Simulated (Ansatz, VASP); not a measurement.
# Ti3Fe in VASP and in Ansatz

```xyz
4
Lattice="3.0380 0.0000 0.0000 -1.5190 2.6310 0.0000 0.0000 0.0000 8.1474" Properties=species:S:1:pos:R:3 pbc="T T T"
Fe    1.5190    0.8770    0.0000
Ti    0.0000    1.7540    6.3948
Ti    0.0000    1.7540    1.7526
Ti    1.5190    0.8770    4.0737
```

Change from the starting cell: volume scaled by 1.04.

Alike in both runs: task single point; functional PBE; k mesh 10 × 10 × 4; occupations fermi-dirac, width 0.05 eV; collinear spin, ferromagnetic start.

|  | VASP | Ansatz |
| --- | --- | --- |
| version | VASP 6.6.1 | Ansatz 0.2.0 |
| potentials or method | VASP PAW PBE potentials, release 64 (Fe, Ti_sv) | Ansatz PAW |
| plane-wave cutoff (eV) | 520 | 420 |
| valence electrons in the cell | 44 | 52 |

VASP gave:

- gap on the k mesh at the Fermi level (eV): none
- pressure (GPa): -4.3
- largest component of the traceless stress (GPa): 1.09
- rms of the force components (eV/Å): 0.029
- net moment per atom (μB): 0.10
- size of the moment on the site where the two differ most (μB): 0.17

Task: Estimate Ansatz's values.

Result: gap on the k mesh at the Fermi level (eV): none; pressure (GPa): -4.1; largest component of the traceless stress (GPa): 1.17; rms of the force components (eV/Å): 0.027; net moment per atom (μB): 0.10; size of the moment on the site where the two differ most (μB): 0.16.

Site moments also hang on the region over which each program counts them. Atom by atom the forces differ by 0.002 eV/Å (rms over components). A gap of «none» marks a metal or a gap that the smearing closes. The two sets of potentials don't hold the same shells in valence.

Caveats: the starting moments weren't kept (Ansatz).
